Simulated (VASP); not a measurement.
Input:

```xyz
4
Lattice="4.7958 0.0000 0.0000 0.0000 4.7958 0.0000 0.0000 0.0000 4.7958" Properties=species:S:1:pos:R:3 pbc="T T T"
Dy     0.0000     0.0000     0.0000
Pb     0.0000     2.3979     2.3979
Pb     2.3979     0.0000     2.3979
Pb     2.3979     2.3979     0.0000
```

The numbers are results of PBEsol GGA, VASP's PBE PAW potentials (set 64) (plane waves; VASP), not measurements. Run with 480 eV cut-off, 6×6×6 Γ-centred mesh, first-order Methfessel-Paxton smearing of 0.10 eV, potentials Dy_3 Pb_d.

The 4f electrons are frozen in the core of the lanthanide potential, so 4f levels, which can set the real gap, and their magnetism are missing.

Each row applies one change to this cell, which was relaxed at other settings and keeps the small stress of the first row; at a fixed cut-off the stress holds a Pulay part, so it need not integrate to ΔE exactly. Stress is in GPa, positive when the cell is compressed.

| change | ΔE (meV/atom) | σxx | σyy | σzz | largest shear component, with its sign (GPa) | largest force (eV/Å) |
|---|---|---|---|---|---|---|
| none | 0.0 | -0.03 | -0.03 | -0.03 | 0.00 | 0.000 |
| biaxial strain of -1.0 % in the xy plane | [?] | [?] | [?] | [?] | [?] | [?] |
| biaxial strain of +3.0 % in the xz plane | 17.7 | -3.21 | -2.59 | -3.21 | 0.00 | 0.000 |
| uniaxial strain of -3.0 % along x | 6.3 | 2.43 | 1.59 | 1.59 | 0.00 | 0.000 |
| atom 3 (Pb) moved by 0.150 Å along z | 10.1 | 0.29 | 0.16 | 0.07 | 0.00 | 0.535 |
| atom 1 (Dy) moved by -0.200 Å along z | [?] | [?] | [?] | [?] | [?] | [?] |
| biaxial strain of +1.0 % in the xy plane | 2.0 | -1.22 | -1.22 | -0.99 | 0.00 | 0.000 |
| isotropic strain of +1.5 % | 9.5 | -2.39 | -2.39 | -2.39 | 0.00 | 0.000 |

Task: Some entries are withheld; supply them.

Result: 
- atom 1 (Dy) moved by -0.200 Å along z, ΔE (meV/atom): 19.9
- atom 1 (Dy) moved by -0.200 Å along z, σxx: 0.35
- atom 1 (Dy) moved by -0.200 Å along z, σyy: 0.35
- atom 1 (Dy) moved by -0.200 Å along z, σzz: 0.24
- atom 1 (Dy) moved by -0.200 Å along z, largest shear component, with its sign (GPa): 0.00
- atom 1 (Dy) moved by -0.200 Å along z, largest force (eV/Å): 0.787
- biaxial strain of -1.0 % in the xy plane, ΔE (meV/atom): 2.3
- biaxial strain of -1.0 % in the xy plane, σxx: 1.25
- biaxial strain of -1.0 % in the xy plane, σyy: 1.25
- biaxial strain of -1.0 % in the xy plane, σzz: 1.11
- biaxial strain of -1.0 % in the xy plane, largest shear component, with its sign (GPa): 0.00
- biaxial strain of -1.0 % in the xy plane, largest force (eV/Å): 0.000

Failed runs are left out, and for metals the shear rows, which the mesh's noise covers.

The structure comes from a computed database's DyPb3 entry (Pm-3m); how it stands against other phases isn't given here. The electron count is odd and the run is not spin-polarised, which forces a metal.
